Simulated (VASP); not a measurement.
Output of a VASP run:

### OSZICAR
```
       N       E                     dE             d eps       ncg     rms          rms(c)
DAV:   1     0.410157626595E+02    0.41016E+02   -0.84203E+03  4798   0.144E+03
DAV:   2    -0.740207822983E+01   -0.48418E+02   -0.47185E+02  4386   0.702E+02
DAV:   3    -0.962911105403E+01   -0.22270E+01   -0.21253E+01  4532   0.643E+01
DAV:   4    -0.973896649394E+01   -0.10986E+00   -0.10844E+00  4701   0.102E+01
DAV:   5    -0.974262258523E+01   -0.36561E-02   -0.36600E-02  4406   0.185E+00    0.262E+01
DAV:   6    -0.971535662702E+01    0.27266E-01   -0.86244E-02  4444   0.784E+00    0.155E+01
DAV:   7    -0.972210469255E+01   -0.67481E-02   -0.69188E-02  4274   0.561E+00    0.567E-01
DAV:   8    -0.972208257107E+01    0.22121E-04   -0.42600E-03  4400   0.105E+00    0.198E-01
DAV:   9    -0.972190762982E+01    0.17494E-03   -0.82816E-04  4747   0.472E-01    0.250E-02
DAV:  10    -0.972190664493E+01    0.98489E-06   -0.45467E-05  4419   0.893E-02    0.911E-03
DAV:  11    -0.972190537947E+01    0.12655E-05   -0.29496E-06  4797   0.345E-02    0.106E-02
DAV:  12    -0.972190547811E+01   -0.98642E-07   -0.15022E-07  2480   0.646E-03
   1 F= -.97219055E+01 E0= -.97225012E+01  d E =0.178725E-02
```

OUTCAR:
```
------------------------ aborting loop because EDIFF is reached ----------------------------------------
  FORCE on cell =-STRESS in cart. coord.  units (eV):
  Direction    XX          YY          ZZ          XY          YZ          ZX
  --------------------------------------------------------------------------------------
  Total        0.0700049      0.0700049      0.0859219      0.0000000      0.0000000      0.0000000
  in kB        2.0172278      2.0172279      2.4758850      0.0000000      0.0000000      0.0000000
  external PRESSURE =       2.1701136 kB  Pullay stress =       0.0000000 kB
  volume of cell :       55.60
      direct lattice vectors                 reciprocal lattice vectors
     1.728263199 -2.993439753  0.000000000     0.289307786 -0.167031924  0.000000000
     1.728263199  2.993439753  0.000000000     0.289307786  0.167031924  0.000000000
     0.000000000  0.000000000  5.373703504     0.000000000  0.000000000  0.186091398
 POSITION                                       TOTAL-FORCE (eV/Angst)
 -----------------------------------------------------------------------------------
      1.72826      0.99782      1.24343         0.000000      0.000000      0.506413
      1.72826     -0.99782      4.03028        -0.000000     -0.000000     -0.506413
 -----------------------------------------------------------------------------------
    total drift:                                0.000000      0.000056      0.000003
  FREE ENERGIE OF THE ION-ELECTRON SYSTEM (eV)
  ---------------------------------------------------
  free  energy   TOTEN  =        -9.7219054781 eV

  energy  without entropy=       -9.7236927311  energy(sigma->0) =       -9.72250123
```
(Selected blocks of OUTCAR.)

**POSCAR**
```
Lu
1
    1.7282631991    -2.9934397532     0.0000000000
    1.7282631991     2.9934397532     0.0000000000
    0.0000000000     0.0000000000     5.3737035039
Lu
2
Direct
  0.3333330000   0.6666670000   0.2313908602
  0.6666670000   0.3333330000   0.7500000000
```

### Question
Reconstruct the remaining input files.

### Answer
This is not unique; one that fits is the input of the run itself, PBEsol GGA, plane waves, VASP's PBE PAW potentials (set 64).

### KPOINTS
```
Regular mesh
0
Gamma
 12 12 6
```

INCAR:
```
SYSTEM = Lu
PREC = Accurate; ENCUT = 480; LREAL = .False.
LASPH = .True.
EDIFF = 1E-7; NELM = 100; ALGO = Normal
LMAXMIX = 6
ISMEAR = 1; SIGMA = 0.1
GGA = PS
ISIF = 2
LWAVE = .False.; LCHARG = .False.
```

POTCAR, in this order: Lu_3 (PBE.64 set). Program: vasp_std.

The compound is Lu in the hcp structure. This cell was strained or had an atom moved on purpose.
